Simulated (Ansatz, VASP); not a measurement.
## Two plane-wave programs on As3Ru

The input INCAR:

```
ALGO = Normal
EDIFF = 1E-7
ENCUT = 520
GGA = PE
ISIF = 2
ISMEAR = 0
LASPH = T
LCHARG = T
LELF = T
LREAL = F
LVHAR = T
LWAVE = F
NBANDS = 22
NELM = 60
PREC = Accurate
SIGMA = 0.1
```

The input KPOINTS:

```
k-points
0
Gamma
  4 4 4
```

File POSCAR:

```
As3Ru
1.0
    4.4121663000      0.0000000000      0.0000000000
    0.0000000000      4.4121663000      0.0000000000
    0.0000000000      0.0000000000      4.4121663000
As Ru
3 1
Direct
    0.5000000000      0.5000000000      0.0000000000
    0.5000000000      0.0000000000      0.5000000000
    0.0000000000      0.5000000000      0.5000000000
    0.0000000000      0.0000000000      0.0000000000
```

Input for Ansatz:

```yaml
crystal:
  lattice:
    - [4.4121663, 0.0, 0.0]
    - [0.0, 4.4121663, 0.0]
    - [0.0, 0.0, 4.4121663]
  atoms:
    - { symbol: As, position: [0.5, 0.5, 0.0] }
    - { symbol: As, position: [0.5, 0.0, 0.5] }
    - { symbol: As, position: [0.0, 0.5, 0.5] }
    - { symbol: Ru, position: [0.0, 0.0, 0.0] }
basis:
  ecutwfc: 420
kpoints:
  mp_grid: { grid: [4, 4, 4] }
hamiltonian:
  xc: pbe
scf:
  occupations: { method: gaussian, width: 0.1 }
  lower_state_search: "off"
output:
  forces: true
  stress: true
  eigenvalues: true
```

Change from the starting cell: species swapped into the TiCo3 type (Pm-3m, No. 221).

Alike in both runs: task single point; functional PBE; k mesh 4 × 4 × 4; occupations gaussian, width 0.1 eV; no spin polarisation.

```csv
,VASP,Ansatz
version,VASP 6.6.1,Ansatz 0.2.0
potentials or method,"VASP PAW PBE potentials, release 64 (As, Ru_pv)","scalar-relativistic, plane waves, PAW"
plane-wave cutoff (eV),520,420
valence electrons in the cell,29,61
```

|  | VASP | Ansatz | Ansatz less VASP |
| --- | --- | --- | --- |
| gap on the k mesh at the Fermi level (eV) | none | none | - |
| pressure (GPa) | -16.5 | -16.5 | 0.00 |

A gap of «none» marks a metal or a gap that the smearing closes. The two sets of potentials don't hold the same shells in valence.

Caveats: so large a pressure means that the cell lies far from this level's equilibrium, or that cutoff or potentials fall short (VASP).
